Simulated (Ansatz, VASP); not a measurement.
**Cs2Si3: VASP beside Ansatz**

```
Cs Si
1.0
     3.92198    0.00000    0.00000
    -1.96099    3.39654    0.00000
     0.00000    0.00000   12.68886
Cs Si
2 3
Direct
  0.33333 0.66667 0.22741
  0.66667 0.33333 0.77259
  0.00000 0.00000 0.00000
  0.33333 0.66667 0.52644
  0.66667 0.33333 0.47356
```

Alike in both runs: functional PBE; k mesh 6 × 6 × 4; occupations gaussian, width 0.1 eV; no spin polarisation.

Ansatz relaxed the structure, and its values are those at the end. VASP's run is a single point on that final structure, the one shown.

|  | VASP | Ansatz |
| --- | --- | --- |
| version | VASP 6.6.1 | Ansatz 0.2.0 |
| potentials or method | VASP PAW PBE potentials, release 64 (Cs_sv, Si) | scalar-relativistic, plane waves, PAW |
| plane-wave cutoff (eV) | 520 | 420 |
| valence electrons in the cell | 30 | 30 |

```csv
,VASP,Ansatz,Ansatz less VASP
gap on the k mesh at the Fermi level (eV),none,none,-
pressure (GPa),0.0,0.0,-0.05
rms of the force components (eV/Å),0.006,0.003,-0.0030
```

A gap of «none» marks a metal or a gap that the smearing closes.

Spin-orbit coupling is left out, which matters for the levels of Cs.
